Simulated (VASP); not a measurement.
Computed with PBE GGA, VASP's PBE PAW potentials (set 64) (plane waves; VASP).

The input files of a VASP run:

KPOINTS:
```
K-points
0
gamma
 10 10 4
0 0 0
```

File POSCAR:
```
C
1
    1.2318473786    -2.1336216627     0.0000000000
    1.2318473786     2.1336216627     0.0000000000
    0.0000000000    -0.0000000000     7.2801770918
C
4
Direct
  0.0000000000   1.0000000000   0.2500000000
  0.0000000000   0.0000000000   0.7500000000
  0.3333330000   0.6666670000   0.2500000000
  0.6666670000   0.3333330000   0.7500000000
```

**INCAR**
```
ISIF  =  3
EDIFFG  =  -0.01   ! ionic stop
ISMEAR  =  0   ! Gaussian
NSW  =  40   ! most ionic steps
ENCUT  =  600
LWAVE  =  .False.
LREAL  =  .False.
IBRION  =  2
SIGMA  =  0.05
PREC  =  Accurate
EDIFF  =  1E-7
NELM  =  100   ! most electronic steps
GGA  =  PE
PSTRESS  =  10
SYSTEM  =  C
LCHARG  =  .False.
LASPH  =  .True.   ! aspherical one-centre terms
ALGO  =  Normal
```

POTCAR, in this order: C (PBE.64 set). Program: vasp_std.

Output of the run:

**OSZICAR**
```
       N       E                     dE             d eps       ncg     rms          rms(c)
DAV:   1     0.589787748446E+02    0.58979E+02   -0.88242E+03  1008   0.136E+03
DAV:   2    -0.345944028947E+02   -0.93573E+02   -0.85288E+02  1360   0.241E+02
DAV:   3    -0.392700217807E+02   -0.46756E+01   -0.46344E+01  1292   0.553E+01
DAV:   4    -0.393383777825E+02   -0.68356E-01   -0.68163E-01  1268   0.754E+00
DAV:   5    -0.393399854834E+02   -0.16077E-02   -0.16068E-02  1252   0.111E+00    0.892E+00
DAV:   6    -0.374957834270E+02    0.18442E+01   -0.18070E+00  1184   0.932E+00    0.521E+00
DAV:   7    -0.368946363551E+02    0.60115E+00   -0.20822E+00  1176   0.101E+01    0.141E+00
DAV:   8    -0.369039721836E+02   -0.93358E-02   -0.63279E-02  1124   0.176E+00    0.122E-01
DAV:   9    -0.369038435830E+02    0.12860E-03   -0.13399E-03  1264   0.301E-01    0.665E-02
DAV:  10    -0.369041257378E+02   -0.28215E-03   -0.40375E-04  1204   0.169E-01    0.342E-02
DAV:  11    -0.369041249346E+02    0.80314E-06   -0.42872E-06  1344   0.182E-02    0.377E-03
DAV:  12    -0.369041258155E+02   -0.88087E-06   -0.10647E-06  1224   0.909E-03    0.208E-03
DAV:  13    -0.369041257253E+02    0.90257E-07   -0.15592E-07  1220   0.339E-03
   1 F= -.36665270E+02 E0= -.36665270E+02  d E =-.366653E+02
       N       E                     dE             d eps       ncg     rms          rms(c)
DAV:   1    -0.369044635903E+02   -0.33777E-03   -0.19321E-03  1144   0.470E-01    0.343E-02
DAV:   2    -0.369044525501E+02    0.11040E-04   -0.23210E-05  1292   0.447E-02    0.219E-02
DAV:   3    -0.369044438916E+02    0.86585E-05   -0.63453E-06  1188   0.218E-02    0.399E-03
DAV:   4    -0.369044439847E+02   -0.93137E-07   -0.13893E-07  1160   0.314E-03
   2 F= -.36665212E+02 E0= -.36665212E+02  d E =0.581597E-04
       N       E                     dE             d eps       ncg     rms          rms(c)
DAV:   1    -0.369042565912E+02    0.18730E-03   -0.95395E-04  1140   0.330E-01    0.242E-02
DAV:   2    -0.369042521726E+02    0.44186E-05   -0.11503E-05  1296   0.314E-02    0.155E-02
DAV:   3    -0.369042503695E+02    0.18031E-05   -0.31286E-06  1204   0.153E-02    0.281E-03
DAV:   4    -0.369042502803E+02    0.89231E-07   -0.65227E-08   872   0.220E-03
   3 F= -.36665283E+02 E0= -.36665283E+02  d E =-.127920E-04
```

OUTCAR:
```
------------------------ aborting loop because EDIFF is reached ----------------------------------------
  FORCE on cell =-STRESS in cart. coord.  units (eV):
  Direction    XX          YY          ZZ          XY          YZ          ZX
  --------------------------------------------------------------------------------------
  Total        0.2402533      0.2402532      0.2509640     -0.0000000     -0.0000000      0.0000000
  in kB       10.0538069     10.0538013     10.5020125     -0.0000000     -0.0000000      0.0000000
  external PRESSURE =       0.2032069 kB  Pullay stress =      10.0000000 kB
  volume of cell :       38.29
      direct lattice vectors                 reciprocal lattice vectors
     1.232113247 -2.134082159  0.000000000     0.405806854 -0.234292760 -0.000000000
     1.232113247  2.134082159  0.000000000     0.405806854  0.234292760 -0.000000000
     0.000000000  0.000000000  7.280440567    -0.000000000  0.000000000  0.137354325
 POSITION                                       TOTAL-FORCE (eV/Angst)
 -----------------------------------------------------------------------------------
      0.00000      0.00000      1.82011        -0.000000      0.000000     -0.000000
      0.00000     -0.00000      5.46033        -0.000000      0.000000     -0.000000
      1.23211      0.71136      1.82011         0.000000      0.000000      0.000000
      1.23211     -0.71136      5.46033         0.000000     -0.000000      0.000000
 -----------------------------------------------------------------------------------
    total drift:                                0.000000     -0.000000      0.000000
  FREE ENERGIE OF THE ION-ELECTRON SYSTEM (eV)
  ---------------------------------------------------
  free  energy   TOTEN  =       -36.9042502803 eV

  energy  without entropy=      -36.9042502803  energy(sigma->0) =      -36.90425028
  enthalpy is  TOTEN    =       -36.6652827826 eV   P V=        0.2389674977

 reached required accuracy - stopping structural energy minimisation
```
(Selected blocks of OUTCAR.)

### CONTCAR
```
C
   1.00000000000000
     1.2321132467859912   -2.1340821585282974    0.0000000000000000
     1.2321132467859912    2.1340821585282974    0.0000000000000000
     0.0000000000000000    0.0000000000000000    7.2804405669983643
  C
     4
Direct
     0.0000000000000000    0.0000000000000000    0.2500000000000000
     0.0000000000000000    0.0000000000000000    0.7500000000000000
     0.3333330000000032    0.6666669999999968    0.2500000000000000
     0.6666669999999968    0.3333330000000032    0.7500000000000000
```

Without a dispersion term in the relaxation, distances and binding between the weakly bound layers, chains or molecules are unreliable, and so is what depends on them.

The compound is C in the graphite structure. This run relaxes it under an external pressure of 1 GPa. Symmetry was kept, so distortions that lower it aren't found.
